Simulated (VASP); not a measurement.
All values below come from PBE GGA with spin-orbit coupling, VASP's PBE PAW potentials (set 64) (plane waves; VASP).

Input for VASP

### POSCAR
```
WSi2
4.5254030
 -0.3546645459   0.3546645459   0.8651163222
  0.3546645459  -0.3546645459   0.8651163222
  0.3546645459   0.3546645459  -0.8651163222
Si W
2 1
Cart
  0.0147480158   0.0032278020   1.1461450339
 -0.0288615368   0.0143997352   0.5946662529
  0.0141145849  -0.0176278919  -0.0105795075
```

### INCAR
```
MAGMOM = 9*0.0
NELM = 100   # most electronic steps
ENCUT = 300   # plane-wave cut-off (eV)
SYSTEM = WSi2
ALGO = Normal
LORBIT = 11   # lm-projected
PREC = Accurate
ISIF = 2
LCHARG = .False.
GGA_COMPAT = .False.
LASPH = .True.
LREAL = .False.   # projection in real space or not
GGA = PE   # PBE
LMAXMIX = 6   # l cut-off of mixed one-centre charges
LSORBIT = .True.
ISMEAR = 0   # Gaussian
EDIFF = 1E-6   # SCF stop (eV)
LWAVE = .False.
SIGMA = 0.136   # width (eV)
LNONCOLLINEAR = .True.
```

File KPOINTS:
```
Automatic mesh
0
Gamma
7 7 9
0 0 0
```

POTCAR, in this order: Si W_sv (PBE.64 set). Program: vasp_ncl.

The resulting files:

**OUTCAR**
```
 ion  position               nearest neighbor table
   1  0.667  0.683  0.025-   2 2.50   2 2.53   3 2.57   3 2.57   2 2.60   3 2.60   3 2.68   3 2.69
                             2 2.77   2 2.83
   2  0.364  0.303  0.980-   3 2.35   1 2.50   1 2.53   3 2.54   1 2.60   3 2.60   3 2.75   1 2.77
                             3 2.77   1 2.83
   3  0.969  0.014  0.995-   2 2.35   2 2.54   1 2.57   1 2.57   1 2.60   2 2.60   1 2.68   1 2.69
                             2 2.75   2 2.77
  LATTYP: Found a body centered tetragonal cell.
 ALAT       =     3.2100000000
 C/A-ratio  =     2.4392523364
 Subroutine PRICEL returns:
 Original cell was already a primitive cell.
 Subroutine GETGRP returns: Found  1 space group operations
The static configuration has the point symmetry C_1 .
The dynamic configuration has the point symmetry C_1 .
The overall configuration has the point symmetry C_1 .
 Subroutine INISYM returns: Found  1 space group operations
 Subroutine IBZKPT returns following result:
 Found    441 irreducible k-points:

 Following reciprocal coordinates:
            Coordinates               Weight
  0.000000  0.000000  0.000000      1.000000
  0.142857 -0.000000  0.000000      1.000000
  0.285714 -0.000000  0.000000      1.000000
  0.428571 -0.000000  0.000000      1.000000
 -0.428571  0.000000 -0.000000      1.000000
 -0.285714  0.000000 -0.000000      1.000000
 -0.142857  0.000000 -0.000000      1.000000
 -0.000000  0.142857  0.000000      1.000000
  0.142857  0.142857  0.000000      1.000000
  0.285714  0.142857  0.000000      1.000000
  0.428571  0.142857  0.000000      1.000000
 -0.428571  0.142857  0.000000      1.000000
 -0.285714  0.142857  0.000000      1.000000
 -0.142857  0.142857  0.000000      1.000000
 -0.000000  0.285714  0.000000      1.000000
  0.142857  0.285714  0.000000      1.000000
  0.285714  0.285714  0.000000      1.000000
  0.428571  0.285714 -0.000000      1.000000
 -0.428571  0.285714  0.000000      1.000000
 -0.285714  0.285714  0.000000      1.000000
 -0.142857  0.285714  0.000000      1.000000
 -0.000000  0.428571  0.000000      1.000000
  0.142857  0.428571  0.000000      1.000000
  0.285714  0.428571 -0.000000      1.000000
  0.428571  0.428571 -0.000000      1.000000
 -0.428571  0.428571  0.000000      1.000000
 -0.285714  0.428571 -0.000000      1.000000
 -0.142857  0.428571 -0.000000      1.000000
  0.000000 -0.428571 -0.000000      1.000000
  0.142857 -0.428571  0.000000      1.000000
  0.285714 -0.428571  0.000000      1.000000
  0.428571 -0.428571  0.000000      1.000000
 -0.428571 -0.428571  0.000000      1.000000
 -0.285714 -0.428571  0.000000      1.000000
 -0.142857 -0.428571 -0.000000      1.000000
  0.000000 -0.285714 -0.000000      1.000000
  0.142857 -0.285714  0.000000      1.000000
  0.285714 -0.285714  0.000000      1.000000
  0.428571 -0.285714 -0.000000      1.000000
 -0.428571 -0.285714  0.000000      1.000000
   k-points           NKPTS =    441   k-points in BZ     NKDIM =    441   number of bands    NBANDS=     30
   number of dos      NEDOS =    301   number of ions     NIONS =      3
   total plane-waves  NPLWV =  21952
   dimension x,y,z NGX =    28 NGY =   28 NGZ =   28
   dimension x,y,z NGXF=    56 NGYF=   56 NGZF=   56
   ions per type =               2   1
   PREC   = accura    normal or accurate (medium, high low for compatibility)
   ISTART =      0    job   : 0-new  1-cont  2-samecut
   ICHARG =      2    charge: 1-file 2-atom 10-const
   ISPIN  =      1    spin polarized calculation?
   LNONCOLLINEAR =      T non collinear calculations
   LSORBIT =      T    spin-orbit coupling
   INIWAV =      1    electr: 0-lowe 1-rand  2-diag
...
```

OSZICAR:
```
       N       E                     dE             d eps       ncg     rms          rms(c)
DAV:   1     0.137598904461E+03    0.13760E+03   -0.82117E+03 28524   0.102E+03
DAV:   2    -0.193187739800E+02   -0.15692E+03   -0.15138E+03 29744   0.327E+02
DAV:   3    -0.259287558026E+02   -0.66100E+01   -0.64424E+01 33976   0.646E+01
DAV:   4    -0.260283645270E+02   -0.99609E-01   -0.99126E-01 32556   0.775E+00
DAV:   5    -0.260296892040E+02   -0.13247E-02   -0.13243E-02 31738   0.939E-01    0.266E+01
DAV:   6    -0.252796575902E+02    0.75003E+00   -0.32438E+00 31324   0.154E+01    0.961E+00
DAV:   7    -0.251919958952E+02    0.87662E-01   -0.23348E-01 30128   0.345E+00    0.476E+00
DAV:   8    -0.251727717550E+02    0.19224E-01   -0.37859E-02 31880   0.170E+00    0.107E+00
DAV:   9    -0.251718825846E+02    0.88917E-03   -0.23960E-03 33468   0.397E-01    0.262E-01
DAV:  10    -0.251715511026E+02    0.33148E-03   -0.53787E-04 34384   0.220E-01    0.110E-01
DAV:  11    -0.251715455817E+02    0.55209E-05   -0.10918E-04 32450   0.920E-02    0.421E-02
DAV:  12    -0.251715454551E+02    0.12658E-06   -0.79373E-06 31700   0.293E-02
   1 F= -.25171545E+02 E0= -.25170757E+02  d E =-.157622E-02  mag=    -0.0000    -0.0000     0.0000
```

### OUTCAR
```
------------------------ aborting loop because EDIFF is reached ----------------------------------------
  FORCE on cell =-STRESS in cart. coord.  units (eV):
  Direction    XX          YY          ZZ          XY          YZ          ZX
  --------------------------------------------------------------------------------------
  Total        2.2109407      2.4869178      2.3017945     -1.0748302      0.6524593     -1.0121081
  in kB       87.8103768     98.7711681     91.4187526    -42.6882739     25.9132669    -40.1971870
  external PRESSURE =      92.6667658 kB  Pullay stress =       0.0000000 kB
  volume of cell :       40.34
      direct lattice vectors                 reciprocal lattice vectors
    -1.605000000  1.605000000  3.915000000     0.000000000  0.311526480  0.127713921
     1.605000000 -1.605000000  3.915000000     0.311526480  0.000000000  0.127713921
     1.605000000  1.605000000 -3.915000000     0.311526480  0.311526480  0.000000000
 POSITION                                       TOTAL-FORCE (eV/Angst)
 -----------------------------------------------------------------------------------
      0.06674      0.01461      5.18677        -0.520176     -0.308335      0.415861
      1.47439      1.67016     -1.22390         2.087945     -1.411211     -1.954189
      0.06387      3.13023     -0.04788        -1.567769      1.719546      1.538328
 -----------------------------------------------------------------------------------
    total drift:                                0.000767     -0.000918     -0.000125
  FREE ENERGIE OF THE ION-ELECTRON SYSTEM (eV)
  ---------------------------------------------------
  free  energy   TOTEN  =       -25.1715454551 eV

  energy  without entropy=      -25.1699692321  energy(sigma->0) =      -25.17075734

 total charge

# of ion       s       p       d       tot
------------------------------------------
    1        0.743   0.891   0.000   1.633
    2        0.750   0.921   0.000   1.671
    3        2.322   6.320   3.656  12.299
--------------------------------------------------
tot          3.815   8.132   3.656  15.603

 magnetization (x)

# of ion       s       p       d       tot
------------------------------------------
    1       -0.000  -0.000   0.000  -0.000
    2       -0.000  -0.000   0.000  -0.000
    3       -0.000   0.000  -0.000   0.000
--------------------------------------------------
tot         -0.000  -0.000  -0.000  -0.000

 magnetization (y)

# of ion       s       p       d       tot
------------------------------------------
    1        0.000   0.000   0.000   0.000
    2       -0.000  -0.000   0.000  -0.000
    3       -0.000   0.000  -0.000  -0.000
--------------------------------------------------
tot         -0.000  -0.000  -0.000  -0.000

 magnetization (z)

# of ion       s       p       d       tot
------------------------------------------
    1        0.000   0.000   0.000   0.000
    2        0.000  -0.000   0.000  -0.000
    3        0.000   0.000   0.000   0.000
--------------------------------------------------
tot          0.000   0.000   0.000   0.000

 Ion:    1  E_soc:     -0.0011177

 Ion:    2  E_soc:     -0.0010752

 Ion:    3  E_soc:     -1.5392711
```
(Selected blocks of OUTCAR.)

OUTCAR:
```
 val. band max:       11.9451541776   @ k =  -0.4286  -0.4286   0.3333

 cond. band min:      11.9595101805   @ k =   0.2857   0.2857  -0.2222


 Fermi energy:        11.9516005830

 k-point     1 :       0.0000    0.0000    0.0000
  band No.  band energies     occupation
      1     -61.8248      1.00000
      2     -61.8248      1.00000
      3     -31.9934      1.00000
      4     -31.9934      1.00000
      5     -23.3778      1.00000
      6     -23.3778      1.00000
      7     -23.3039      1.00000
      8     -23.3039      1.00000
      9      -2.0952      1.00000
     10      -2.0952      1.00000
     11       4.9371      1.00000
     12       4.9371      1.00000
     13       8.1673      1.00000
     14       8.1674      1.00000
     15       8.3422      1.00000
     16       8.3422      1.00000
     17       9.1824      1.00000
     18       9.1824      1.00000
     19       9.3765      1.00000
     20       9.3765      1.00000
     21      12.3425      0.00002
     22      12.3425      0.00002
     23      14.3492      0.00000
     24      14.3492      0.00000
     25      14.7743      0.00000
     26      14.7743      0.00000
     27      15.0673      0.00000
     28      15.0673      0.00000
     29      15.5288      0.00000
     30      15.5288      0.00000

 k-point     2 :       0.1429   -0.0000    0.0000
  band No.  band energies     occupation
      1     -61.8243      1.00000
      2     -61.8243      1.00000
      3     -32.0010      1.00000
      4     -32.0000      1.00000
      5     -23.4019      1.00000
      6     -23.3976      1.00000
      7     -23.3158      1.00000
      8     -23.3139      1.00000
      9      -1.7041      1.00000
     10      -1.6959      1.00000
     11       4.9572      1.00000
     12       4.9756      1.00000
     13       7.2669      1.00000
     14       7.2851      1.00000
     15       8.2896      1.00000
     16       8.3303      1.00000
     17       9.3719      1.00000
     18       9.4610      1.00000
...
```

At this cut-off the stress carries a Pulay error, which pulls relaxed volumes low.

The structure is a typed WSi2 crystal. The cell was not relaxed at this level, atoms are displaced from their ideal sites. The k-mesh is coarse (spacing up to 0.31 per Å, 2π included), so the numbers may not be converged in it. The run is one of a series of settings (GGA_COMPAT = .FALSE., LNONCOLLINEAR = .TRUE., LSORBIT = .TRUE., MAGMOM = 0.0 0.0 0.0 0.0 0.0 0.0 0.0 0.0 0.0, program vasp_ncl against the base run), some of them coarse on purpose.
